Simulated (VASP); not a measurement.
These are vdW-DF-cx, VASP's PBE PAW potentials (set 64) (plane waves; VASP) values and carry that method's errors.

Input for VASP

KPOINTS:
```
Automatic mesh
0
Gamma
7 7 7
0 0 0
```

### INCAR
```
LASPH = .TRUE.   # aspherical one-centre terms
ALGO = Normal
LUSE_VDW = .TRUE.
EDIFF = 1E-7   # SCF stop (eV)
AGGAC = 0.0
GGA = CX
NELM = 100   # most electronic steps
ENCUT = 520   # plane-wave cut-off (eV)
SYSTEM = KI
LREAL = .FALSE.   # projection in real space or not
ISIF = 2
LCHARG = .FALSE.
ISMEAR = 0   # Gaussian
LWAVE = .FALSE.
PREC = Accurate
SIGMA = 0.05   # width (eV)
LMAXMIX = 4
```

POSCAR:
```
KI
1
    0.0000000000     3.6043313273     3.6043313273
    3.6043313273     0.0000000000     3.6043313273
    3.6043313273     3.6043313273     0.0000000000
K I
1 1
Direct
  0.0000000000   0.0000000000   0.0000000000
  0.5000000000   0.5000000000   0.5000000000
```

POTCAR, in this order: K_sv I (PBE.64 set). Program: vasp_std.

Output

OSZICAR:
```
       N       E                     dE             d eps       ncg     rms          rms(c)
DAV:   1     0.977034967764E+02    0.97703E+02   -0.66165E+03   480   0.113E+03
DAV:   2     0.466949679550E+01   -0.93034E+02   -0.87474E+02   588   0.243E+02
DAV:   3    -0.120582015924E+01   -0.58753E+01   -0.58458E+01   620   0.573E+01
DAV:   4    -0.151328898139E+01   -0.30747E+00   -0.30726E+00   840   0.114E+01
DAV:   5    -0.151641653472E+01   -0.31276E-02   -0.31275E-02   636   0.994E-01    0.269E+00
DAV:   6    -0.143237069458E+01    0.84046E-01   -0.13606E-01   596   0.238E+00    0.194E+00
DAV:   7    -0.143613044903E+01   -0.37598E-02   -0.14288E-01   604   0.219E+00    0.751E-01
DAV:   8    -0.144516220373E+01   -0.90318E-02   -0.16266E-02   584   0.103E+00    0.132E-01
DAV:   9    -0.144640157671E+01   -0.12394E-02   -0.21029E-03   620   0.310E-01    0.727E-02
DAV:  10    -0.144665550996E+01   -0.25393E-03   -0.28748E-04   588   0.125E-01    0.168E-02
DAV:  11    -0.144671432221E+01   -0.58812E-04   -0.83731E-05   608   0.624E-02    0.158E-02
DAV:  12    -0.144672315577E+01   -0.88336E-05   -0.12779E-05   572   0.245E-02    0.931E-03
DAV:  13    -0.144672444720E+01   -0.12914E-05   -0.24632E-06   600   0.938E-03    0.309E-03
DAV:  14    -0.144672448030E+01   -0.33099E-07   -0.37213E-07   580   0.424E-03
   1 F= -.14467245E+01 E0= -.14467245E+01  d E =-.946637E-11
```

### OUTCAR
```
------------------------ aborting loop because EDIFF is reached ----------------------------------------
  FORCE on cell =-STRESS in cart. coord.  units (eV):
  Direction    XX          YY          ZZ          XY          YZ          ZX
  --------------------------------------------------------------------------------------
  Total       -0.3459974     -0.3459974     -0.3459974      0.0000000      0.0000000     -0.0000000
  in kB       -5.9194216     -5.9194216     -5.9194216      0.0000000      0.0000000     -0.0000000
  external PRESSURE =      -5.9194216 kB  Pullay stress =       0.0000000 kB
  volume of cell :       93.65
      direct lattice vectors                 reciprocal lattice vectors
     0.000000000  3.604331327  3.604331327    -0.138721986  0.138721986  0.138721986
     3.604331327  0.000000000  3.604331327     0.138721986 -0.138721986  0.138721986
     3.604331327  3.604331327  0.000000000     0.138721986  0.138721986 -0.138721986
  FREE ENERGIE OF THE ION-ELECTRON SYSTEM (eV)
  ---------------------------------------------------
  free  energy   TOTEN  =        -1.4467244803 eV

  energy  without entropy=       -1.4467244803  energy(sigma->0) =       -1.44672448
```
(Selected blocks of OUTCAR.)

**OUTCAR**
```
 val. band max:       -0.7467999305   @ k =   0.0000   0.0000   0.0000

 cond. band min:       3.1596803199   @ k =   0.0000   0.0000   0.0000


 Fermi energy:        -0.5401834246

 k-point     1 :       0.0000    0.0000    0.0000
  band No.  band energies     occupation
      1     -29.2436      2.00000
      2     -12.7902      2.00000
      3     -12.7902      2.00000
      4     -12.7902      2.00000
      5     -11.1794      2.00000
      6      -0.7468      2.00000
      7      -0.7468      2.00000
      8      -0.7468      2.00000
      9       3.1597      0.00000
     10       5.8108      0.00000
     11       5.8108      0.00000
     12       5.8108      0.00000

 k-point     2 :       0.1429    0.0000    0.0000
  band No.  band energies     occupation
      1     -29.2434      2.00000
      2     -12.8115      2.00000
      3     -12.7906      2.00000
      4     -12.7906      2.00000
      5     -11.1387      2.00000
      6      -1.0322      2.00000
      7      -0.8050      2.00000
      8      -0.8050      2.00000
      9       3.6102      0.00000
     10       5.7239      0.00000
     11       6.0166      0.00000
     12       6.0166      0.00000

 k-point     3 :       0.2857    0.0000    0.0000
  band No.  band energies     occupation
      1     -29.2427      2.00000
      2     -12.8563      2.00000
      3     -12.7914      2.00000
      4     -12.7914      2.00000
      5     -11.0494      2.00000
      6      -1.5433      2.00000
      7      -0.9286      2.00000
      8      -0.9286      2.00000
      9       4.3846      0.00000
     10       5.9526      0.00000
     11       6.5331      0.00000
     12       6.5331      0.00000

 k-point     4 :       0.4286    0.0000    0.0000
  band No.  band energies     occupation
      1     -29.2423      2.00000
      2     -12.8896      2.00000
      3     -12.7921      2.00000
      4     -12.7921      2.00000
      5     -10.9795      2.00000
      6      -1.8788      2.00000
...
```

Unless said otherwise, spin-orbit coupling is left out, though it shifts the bands of the heavy elements here.

The compound is KI in the rock salt structure. This cell is one point of a volume scan, at 1.06 of the reference volume.
